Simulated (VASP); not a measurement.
Computed with r2SCAN meta-GGA, VASP's PBE PAW potentials (set 64) (plane waves; VASP 6.6.1).

Input for VASP

File POSCAR:
```
Tb
1
    1.8000000000    -3.1176910000     0.0000000000
    1.8000000000     3.1176910000     0.0000000000
    0.0000000000     0.0000000000     5.6900000000
Tb
2
Direct
  0.3333330000   0.6666670000   0.2500000000
  0.6666670000   0.3333330000   0.7500000000
```

**KPOINTS**
```
Regular mesh
0
G
 11 11 6
```

### INCAR
```
SYSTEM = Tb
PREC = Accurate; ENCUT = 400; LREAL = .False.
LASPH = .True.
EDIFF = 1E-6; NELM = 100; ALGO = Normal
LMAXMIX = 6; LMIXTAU = .True.
ISMEAR = 1; SIGMA = 0.1
METAGGA = R2SCAN
IBRION = 2; NSW = 60; ISIF = 3
EDIFFG = -0.01
LWAVE = .False.; LCHARG = .False.
```

POTCAR, in this order: Tb_3 (PBE.64 set). Program: vasp_std.

What VASP printed:

File OSZICAR:
```
...
DAV:  11    -0.624012623006E+02    0.10703E-01   -0.65847E-03  1704   0.996E-01    0.121E+00
DAV:  12    -0.624212489754E+02   -0.19987E-01   -0.56763E-02  1674   0.254E+00    0.743E-01
DAV:  13    -0.624232249931E+02   -0.19760E-02   -0.83791E-04  2314   0.281E-01    0.870E-01
DAV:  14    -0.624209417170E+02    0.22833E-02   -0.25593E-04  1719   0.141E-01    0.894E-01
DAV:  15    -0.624281427925E+02   -0.72011E-02   -0.32138E-03  1684   0.524E-01    0.266E-01
DAV:  16    -0.624295454490E+02   -0.14027E-02   -0.58215E-04  1819   0.283E-01    0.141E-01
DAV:  17    -0.624295855057E+02   -0.40057E-04   -0.19457E-05  2111   0.412E-02    0.165E-01
DAV:  18    -0.624296629946E+02   -0.77489E-04   -0.10358E-05  1769   0.317E-02    0.124E-01
DAV:  19    -0.624297428572E+02   -0.79863E-04   -0.68458E-05  1719   0.632E-02    0.873E-02
DAV:  20    -0.624297831273E+02   -0.40270E-04   -0.66784E-05  1804   0.691E-02    0.523E-02
DAV:  21    -0.624297767436E+02    0.63837E-05   -0.10009E-05  1789   0.280E-02    0.467E-02
DAV:  22    -0.624297856612E+02   -0.89176E-05   -0.13450E-05  1684   0.260E-02    0.228E-02
DAV:  23    -0.624297705507E+02    0.15111E-04   -0.18058E-06  1223   0.159E-02    0.135E-02
DAV:  24    -0.624297820656E+02   -0.11515E-04   -0.18231E-06  1684   0.141E-02    0.116E-03
DAV:  25    -0.624297739923E+02    0.80733E-05   -0.17896E-07   862   0.538E-03    0.814E-04
DAV:  26    -0.624297750179E+02   -0.10256E-05   -0.41208E-08   862   0.174E-03    0.115E-03
DAV:  27    -0.624297735784E+02    0.14395E-05   -0.73505E-09   847   0.971E-04    0.181E-04
DAV:  28    -0.624297749501E+02   -0.13717E-05   -0.34455E-09   847   0.680E-04    0.858E-05
DAV:  29    -0.624297743146E+02    0.63547E-06   -0.12384E-09   832   0.357E-04
   1 F= -.62429774E+02 E0= -.62430284E+02  d E =-.624298E+02
       N       E                     dE             d eps       ncg     rms          rms(c)
DAV:   1    -0.624828459783E+02   -0.53071E-01   -0.13974E+00  1664   0.945E+00    0.143E+00
DAV:   2    -0.624522189229E+02    0.30627E-01   -0.77777E-02  1714   0.238E+00    0.684E-01
DAV:   3    -0.624422499223E+02    0.99690E-02   -0.16920E-02  1849   0.106E+00    0.307E-01
DAV:   4    -0.624396466015E+02    0.26033E-02   -0.95907E-03  1894   0.788E-01    0.146E-01
DAV:   5    -0.624397752528E+02   -0.12865E-03   -0.16647E-03  1789   0.382E-01    0.741E-02
DAV:   6    -0.624397546135E+02    0.20639E-04   -0.73207E-04  1664   0.264E-01    0.318E-02
DAV:   7    -0.624397451487E+02    0.94648E-05   -0.16343E-04  1684   0.132E-01    0.146E-02
DAV:   8    -0.624397692897E+02   -0.24141E-04   -0.89969E-06  2014   0.277E-02    0.736E-03
DAV:   9    -0.624397574461E+02    0.11844E-04   -0.23064E-06  1694   0.162E-02    0.221E-03
DAV:  10    -0.624397600450E+02   -0.25989E-05   -0.14309E-07   832   0.351E-03    0.159E-03
DAV:  11    -0.624397588290E+02    0.12161E-05   -0.55813E-08   832   0.234E-03    0.706E-04
DAV:  12    -0.624397600391E+02   -0.12101E-05   -0.53533E-08   832   0.194E-03    0.350E-04
DAV:  13    -0.624397599975E+02    0.41527E-07   -0.85337E-09   832   0.744E-04
   2 F= -.62439760E+02 E0= -.62440942E+02  d E =-.998568E-02
       N       E                     dE             d eps       ncg     rms          rms(c)
DAV:   1    -0.624425548039E+02   -0.27948E-02   -0.76498E-02  1664   0.221E+00    0.358E-01
DAV:   2    -0.624408842122E+02    0.16706E-02   -0.41660E-03  1719   0.550E-01    0.145E-01
DAV:   3    -0.624402878479E+02    0.59636E-03   -0.10186E-03  1844   0.260E-01    0.612E-02
DAV:   4    -0.624401574118E+02    0.13044E-03   -0.47555E-04  1919   0.176E-01    0.336E-02
DAV:   5    -0.624401478225E+02    0.95893E-05   -0.89119E-05  1744   0.883E-02    0.181E-02
DAV:   6    -0.624401595261E+02   -0.11704E-04   -0.43528E-05  1674   0.642E-02    0.761E-03
DAV:   7    -0.624401519179E+02    0.76081E-05   -0.81729E-06  1704   0.293E-02    0.323E-03
DAV:   8    -0.624401576485E+02   -0.57306E-05   -0.50719E-07   877   0.731E-03    0.148E-03
DAV:   9    -0.624401541543E+02    0.34942E-05   -0.24657E-07   832   0.501E-03    0.639E-04
DAV:  10    -0.624401546252E+02   -0.47081E-06   -0.25553E-08   832   0.131E-03
   3 F= -.62440155E+02 E0= -.62441476E+02  d E =-.103803E-01
       N       E                     dE             d eps       ncg     rms          rms(c)
DAV:   1    -0.624500986235E+02   -0.99445E-02   -0.48673E-01  1664   0.531E+00    0.467E-01
DAV:   2    -0.624438584271E+02    0.62402E-02   -0.12091E-02  1929   0.910E-01    0.289E-01
DAV:   3    -0.624430998507E+02    0.75858E-03   -0.24206E-03  1844   0.488E-01    0.117E-01
DAV:   4    -0.624427248528E+02    0.37500E-03   -0.12141E-03  2096   0.287E-01    0.753E-02
DAV:   5    -0.624427985334E+02   -0.73681E-04   -0.12810E-04  1779   0.102E-01    0.671E-02
DAV:   6    -0.624427579442E+02    0.40589E-04   -0.74432E-05  1709   0.911E-02    0.347E-02
DAV:   7    -0.624428265223E+02   -0.68578E-04   -0.15569E-04  1664   0.140E-01    0.549E-03
DAV:   8    -0.624428229035E+02    0.36188E-05   -0.44096E-06  1834   0.210E-02    0.423E-03
DAV:   9    -0.624428236403E+02   -0.73683E-06   -0.68572E-07   877   0.886E-03
   4 F= -.62442824E+02 E0= -.62444509E+02  d E =-.266902E-02
       N       E                     dE             d eps       ncg     rms          rms(c)
DAV:   1    -0.624431225891E+02   -0.29969E-03   -0.15048E-02  1664   0.934E-01    0.849E-02
DAV:   2    -0.624429286228E+02    0.19397E-03   -0.38204E-04  1939   0.162E-01    0.483E-02
DAV:   3    -0.624429029667E+02    0.25656E-04   -0.79041E-05  1829   0.880E-02    0.185E-02
DAV:   4    -0.624428900246E+02    0.12942E-04   -0.36891E-05  2116   0.501E-02    0.130E-02
DAV:   5    -0.624428930074E+02   -0.29828E-05   -0.37181E-06  1546   0.176E-02    0.115E-02
DAV:   6    -0.624428891034E+02    0.39039E-05   -0.24780E-06  1684   0.166E-02    0.620E-03
DAV:   7    -0.624428943114E+02   -0.52080E-05   -0.51455E-06  1669   0.253E-02    0.104E-03
DAV:   8    -0.624428937226E+02    0.58876E-06   -0.13263E-07   832   0.371E-03
   5 F= -.62442894E+02 E0= -.62444600E+02  d E =-.273910E-02
       N       E                     dE             d eps       ncg     rms          rms(c)
DAV:   1    -0.624449506170E+02   -0.20563E-02   -0.47134E-02  1664   0.177E+00    0.306E-01
DAV:   2    -0.624436085591E+02    0.13421E-02   -0.33589E-03  1684   0.505E-01    0.121E-01
DAV:   3    -0.624430826740E+02    0.52589E-03   -0.10768E-03  1819   0.261E-01    0.495E-02
DAV:   4    -0.624430290792E+02    0.53595E-04   -0.24963E-04  1904   0.131E-01    0.316E-02
DAV:   5    -0.624430530361E+02   -0.23957E-04   -0.49614E-05  1709   0.651E-02    0.144E-02
DAV:   6    -0.624430342599E+02    0.18776E-04   -0.26469E-05  1679   0.497E-02    0.562E-03
DAV:   7    -0.624430394881E+02   -0.52282E-05   -0.20217E-06  1689   0.134E-02    0.311E-03
DAV:   8    -0.624430349099E+02    0.45781E-05   -0.18697E-07   832   0.449E-03    0.197E-03
DAV:   9    -0.624430381916E+02   -0.32817E-05   -0.17224E-07   832   0.467E-03    0.785E-04
DAV:  10    -0.624430378560E+02    0.33558E-06   -0.13855E-08   832   0.125E-03
   6 F= -.62443038E+02 E0= -.62444751E+02  d E =-.144133E-03
       N       E                     dE             d eps       ncg     rms          rms(c)
DAV:   1    -0.624432030522E+02   -0.16486E-03   -0.34848E-03  1664   0.481E-01    0.841E-02
DAV:   2    -0.624431145220E+02    0.88530E-04   -0.24928E-04  1684   0.137E-01    0.330E-02
DAV:   3    -0.624430691057E+02    0.45416E-04   -0.78688E-05  1824   0.705E-02    0.136E-02
DAV:   4    -0.624430644527E+02    0.46530E-05   -0.18769E-05  1884   0.360E-02    0.856E-03
DAV:   5    -0.624430598172E+02    0.46355E-05   -0.37064E-06  1684   0.179E-02    0.400E-03
DAV:   6    -0.624430634980E+02   -0.36808E-05   -0.19718E-06  1659   0.136E-02    0.154E-03
DAV:   7    -0.624430620791E+02    0.14189E-05   -0.14359E-07   832   0.370E-03    0.759E-04
DAV:   8    -0.624430630145E+02   -0.93536E-06   -0.19782E-08   832   0.127E-03
   7 F= -.62443063E+02 E0= -.62444778E+02  d E =-.169292E-03
```

File OUTCAR:
```
------------------------ aborting loop because EDIFF is reached ----------------------------------------
  FORCE on cell =-STRESS in cart. coord.  units (eV):
  Direction    XX          YY          ZZ          XY          YZ          ZX
  --------------------------------------------------------------------------------------
  Total        0.0009662      0.0009662     -0.0059526      0.0000000     -0.0000000      0.0000000
  in kB        0.0237349      0.0237348     -0.1462337      0.0000000     -0.0000000      0.0000000
  external PRESSURE =      -0.0329213 kB  Pullay stress =       0.0000000 kB
  volume of cell :       65.22
      direct lattice vectors                 reciprocal lattice vectors
     1.833826831 -3.176280765 -0.000000000     0.272653880 -0.157416814 -0.000000000
     1.833826831  3.176280765 -0.000000000     0.272653880  0.157416814  0.000000000
    -0.000000000 -0.000000000  5.598369367     0.000000000  0.000000000  0.178623441
 POSITION                                       TOTAL-FORCE (eV/Angst)
 -----------------------------------------------------------------------------------
      1.83383      1.05876      1.39959        -0.000000      0.000000      0.000000
      1.83383     -1.05876      4.19878         0.000000     -0.000000      0.000000
 -----------------------------------------------------------------------------------
    total drift:                                0.000005      0.000113     -0.000010
  FREE ENERGIE OF THE ION-ELECTRON SYSTEM (eV)
  ---------------------------------------------------
  free  energy   TOTEN  =       -62.4430630145 eV

  energy  without entropy=      -62.4482072753  energy(sigma->0) =      -62.44477777

 reached required accuracy - stopping structural energy minimisation
```
(Selected blocks of OUTCAR.)

CONTCAR:
```
Tb
   1.00000000000000
     1.8338268314915513   -3.1762807653021627   -0.0000000000000000
     1.8338268314915513    3.1762807653021627   -0.0000000000000000
    -0.0000000000000000   -0.0000000000000000    5.5983693673834614
  Tb
     2
Direct
     0.3333330000000032    0.6666669999999968    0.2500000000000000
     0.6666669999999968    0.3333330000000032    0.7500000000000000
```

The 4f electrons are frozen in the core of the lanthanide potential, so 4f levels, which can set the real gap, and their magnetism are missing. Energy and stress use the plane-wave basis of the starting cell.

The compound is Tb in the hcp structure. This run relaxes it. Symmetry was kept, so distortions that lower it aren't found.
